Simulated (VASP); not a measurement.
Runs of VASP 6.6.1 on BaLiF3. Symmetry: Amm2, No. 38, orthorhombic system. Conventional cell: a = 3.989 Å, b = 5.641 Å, c = 5.641 Å, α = 90.00°, β = 90.00°, γ = 90.00°. Ba (site symmetry mm2) has 12 F at 2.82 Å as nearest neighbours. Li (site symmetry mm2) has 4 F at 1.84 to 2.01 Å as nearest neighbours. F (site symmetry m) is surrounded by 1 Li at 1.84 Å. F (site symmetry mm2) has 2 Li at 2.01 Å as nearest neighbours. The cell comes from a database or a generator and needn't be the stable form of this composition.

```tsv
cell	gap on the mesh (eV)	largest force (eV/Å)
all Li atoms moved +0.225 Å, as atom 2 along Cartesian [1 1 0]	(c)	0.74
all Li atoms moved +0.075 Å, as atom 2 along Cartesian [1 1 0]	6.47	0.23
all Li atoms moved +0.263 Å, as atom 2 along Cartesian [1 1 0]	(b)	(a)
all Li atoms moved -0.150 Å, as atom 2 along Cartesian [1 1 0]	6.46	0.47
```

Alike in all rows: task single point; level LDA; potentials or basis VASP PAW LDA potentials, release 64 (Ba_sv, Li_sv, F); no spin polarisation; k mesh 6 × 6 × 6; cutoff (eV) 520; smearing gaussian 0.05 eV.

Fill in the values left out.

(a) 0.89; (b) 6.43; (c) 6.44.

Caveats: spin-orbit coupling is left out, which moves the levels of the heavy elements.

A k mesh can miss the band edges, and the runs leave out spin-orbit coupling on Ba.
